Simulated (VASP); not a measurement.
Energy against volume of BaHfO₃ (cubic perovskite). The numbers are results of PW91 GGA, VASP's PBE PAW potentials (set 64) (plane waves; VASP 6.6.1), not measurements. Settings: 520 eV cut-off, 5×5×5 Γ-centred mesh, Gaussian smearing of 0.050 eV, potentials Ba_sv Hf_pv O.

| V (Å³/atom) | E (eV/atom) |
|---|---|
| 13.932 | -8.74054 |
| 14.377 | -8.76378 |
| 14.821 | -8.77115 |
| 15.266 | -8.76517 |

### Question
Fit these four points and predict the energy of the run at 15.711 Å³/atom.

### Answer
A cubic in V^(−2/3), the third-order Birch-Murnaghan form, passes through the four points with V0 = 14.83 Å³/atom and B0 = 160 GPa, and gives -8.7479 eV/atom there. The run gave -8.7478 eV/atom, +0.1 meV/atom from the fit; all five points give B0 = 160 GPa.

The compound is BaHfO3 in the cubic perovskite structure. It was relaxed first.
